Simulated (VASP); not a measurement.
These are PBE GGA, VASP's PBE PAW potentials (set 64) (plane waves; VASP 6.6.1) values and carry that method's errors.

The input files of a VASP run:

### KPOINTS
```
Automatic mesh
0
Gamma
13 13 13
0 0 0
```

### POSCAR
```
CoAl
1
    2.8512416412     0.0000000000     0.0000000000
    0.0000000000     2.8512416412     0.0000000000
    0.0000000000     0.0000000000     2.8512416412
Al Co
1 1
Direct
  0.5000000000   0.5000000000   0.5000000000
  0.0000000000   0.0000000000   0.0000000000
```

INCAR:
```
SYSTEM = CoAl
PREC = Accurate; ENCUT = 520; LREAL = .FALSE.
LASPH = .TRUE.
EDIFF = 1E-7; NELM = 100; ALGO = Normal
LMAXMIX = 4
ISMEAR = 1; SIGMA = 0.1
GGA = PE
ISIF = 2
LWAVE = .FALSE.; LCHARG = .FALSE.
```

POTCAR, in this order: Al Co (PBE.64 set). Program: vasp_std.

Output

**OSZICAR**
```
       N       E                     dE             d eps       ncg     rms          rms(c)
DAV:   1     0.353762642465E+02    0.35376E+02   -0.54331E+03  1696   0.126E+03
DAV:   2    -0.123557334611E+02   -0.47732E+02   -0.45526E+02  1684   0.190E+02
DAV:   3    -0.136365332854E+02   -0.12808E+01   -0.12677E+01  1986   0.403E+01
DAV:   4    -0.136601026935E+02   -0.23569E-01   -0.23558E-01  2016   0.487E+00
DAV:   5    -0.136609005855E+02   -0.79789E-03   -0.79786E-03  1930   0.911E-01    0.125E+01
DAV:   6    -0.164796241031E+02   -0.28187E+01   -0.73323E+01  1902   0.128E+02    0.178E+01
DAV:   7    -0.120074237690E+02    0.44722E+01   -0.32994E+01  1858   0.815E+01    0.183E+00
DAV:   8    -0.120032334490E+02    0.41903E-02   -0.22875E-01  1740   0.423E+00    0.120E+00
DAV:   9    -0.119890867793E+02    0.14147E-01   -0.46379E-02  2030   0.307E+00    0.315E-01
DAV:  10    -0.119885906614E+02    0.49612E-03   -0.13445E-03  2160   0.503E-01    0.136E-01
DAV:  11    -0.119885782616E+02    0.12400E-04   -0.26509E-05  1936   0.480E-02    0.212E-02
DAV:  12    -0.119885754954E+02    0.27662E-05   -0.12540E-05  2040   0.491E-02    0.534E-03
DAV:  13    -0.119885754327E+02    0.62733E-07   -0.26224E-07  1540   0.457E-03
   1 F= -.11988575E+02 E0= -.11988560E+02  d E =-.452887E-04
```

### OUTCAR
```
------------------------ aborting loop because EDIFF is reached ----------------------------------------
  FORCE on cell =-STRESS in cart. coord.  units (eV):
  Direction    XX          YY          ZZ          XY          YZ          ZX
  --------------------------------------------------------------------------------------
  Total        0.0062647      0.0062647      0.0062647     -0.0000000     -0.0000000      0.0000000
  in kB        0.4330229      0.4330229      0.4330229     -0.0000000     -0.0000000      0.0000000
  external PRESSURE =       0.4330229 kB  Pullay stress =       0.0000000 kB
  volume of cell :       23.18
      direct lattice vectors                 reciprocal lattice vectors
     2.851241641  0.000000000  0.000000000     0.350724395  0.000000000  0.000000000
     0.000000000  2.851241641  0.000000000     0.000000000  0.350724395  0.000000000
     0.000000000  0.000000000  2.851241641     0.000000000  0.000000000  0.350724395
 POSITION                                       TOTAL-FORCE (eV/Angst)
 -----------------------------------------------------------------------------------
      1.42562      1.42562      1.42562         0.000000      0.000000      0.000000
      0.00000      0.00000      0.00000         0.000000      0.000000      0.000000
 -----------------------------------------------------------------------------------
    total drift:                                0.000000      0.000000      0.000000
  FREE ENERGIE OF THE ION-ELECTRON SYSTEM (eV)
  ---------------------------------------------------
  free  energy   TOTEN  =       -11.9885754327 eV

  energy  without entropy=      -11.9885301440  energy(sigma->0) =      -11.98856034
```
(Selected blocks of OUTCAR.)

The compound is CoAl in the CsCl type structure. It was relaxed first. The run is not spin-polarised, so no magnetic state was tried.
